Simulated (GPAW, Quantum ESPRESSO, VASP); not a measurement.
Al2Cu (P1, 3 atoms in the cell) computed with different codes at matched settings

Self-consistent single point, at a second geometry (atoms moved at random). First geometry:

```yaml
crystal:
  lattice:
    - [2.03034, -2.03034, 2.85109]
    - [2.03034, 2.03034, 2.85109]
    - [-2.03034, -2.03034, 2.85109]
  atoms:
    - { symbol: Al, position: [0.50000, 0.25000, 0.75000] }
    - { symbol: Al, position: [0.50000, 0.75000, 0.25000] }
    - { symbol: Cu, position: [0.00000, 0.50000, 0.50000] }
```

Second geometry:
```
CELL_PARAMETERS angstrom
     -2.03034     2.03034     2.85109
      2.03034    -2.03034     2.85109
      2.03034     2.03034    -2.85109
ATOMIC_POSITIONS crystal
  Al 0.74222 0.24227 0.50688
  Al 0.26134 0.76129 0.50270
  Cu 0.49643 0.49643 0.99042
```

Shared settings, as Quantum ESPRESSO writes them: occupations = smearing; smearing = gaussian; degauss = 0.0036749 Ry; K_POINTS = automatic 9 9 9 0 0 0. Potentials and cutoffs stand in the table.

| code | model | ΔF from the first geometry (meV/atom) | pressure (GPa) | largest force (eV/Å) | cutoff |
|---|---|---|---|---|---|
| Quantum ESPRESSO | PBEsol, PSlibrary PAW (PBE) pseudopotentials | 11.5 | 0.07 | 0.555 | 50 Ry |
| GPAW | PBEsol, GPAW PAW datasets PBEsol (made by gpaw-setup) | 11.5 | 0.76 | 0.557 | 850 eV |
| VASP | PBEsol, VASP's PBE PAW potentials (set 64) | 11.4 | -0.36 | 0.556 | 300 eV |

Size of the force on each atom (eV/Å): Sizes of forces hide their directions.

```tsv
code	Al1	Al2	Cu3
Quantum ESPRESSO	0.555	0.455	0.326
GPAW	0.557	0.456	0.327
VASP	0.556	0.455	0.324
```

On Quantum ESPRESSO's run: spin polarisation is off.

The spread over the programs that give each value: ΔF from the first geometry within 0.1 meV/atom; pressure within 1.12 GPa; largest force within 0.002 eV/Å.

VASP's run is marked for a possible Pulay error in its stress at this cutoff; no cutoff test was made.

The starting cell comes from a database of computed structures (which also holds hypothetical and non-ambient phases and stackings), without a prior relaxation at this level. For this run, on top of that: atoms moved at random.

Left out of this page: Ansatz, Elk and SIESTA (not drawn, or without a comparable value).
